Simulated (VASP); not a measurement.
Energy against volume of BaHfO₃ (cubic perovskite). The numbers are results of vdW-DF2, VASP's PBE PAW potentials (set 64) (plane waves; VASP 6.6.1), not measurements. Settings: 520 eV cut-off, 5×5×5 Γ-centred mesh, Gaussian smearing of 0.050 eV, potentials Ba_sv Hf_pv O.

| V (Å³/atom) | E (eV/atom) |
|---|---|
| 15.029 | -6.80938 |
| 15.493 | -6.81699 |
| 15.958 | -6.81156 |
| 16.423 | -6.79500 |

Problem. Fit these four points and predict the energy of the run at 14.564 Å³/atom.

Solution. A cubic in V^(−2/3), the third-order Birch-Murnaghan form, passes through the four points with V0 = 15.52 Å³/atom and B0 = 149 GPa, and gives -6.7864 eV/atom there. The run gave -6.7863 eV/atom, +0.0 meV/atom from the fit; all five points give B0 = 149 GPa.

The compound is BaHfO3 in the cubic perovskite structure. It was relaxed first, which changed the volume by +7 %.
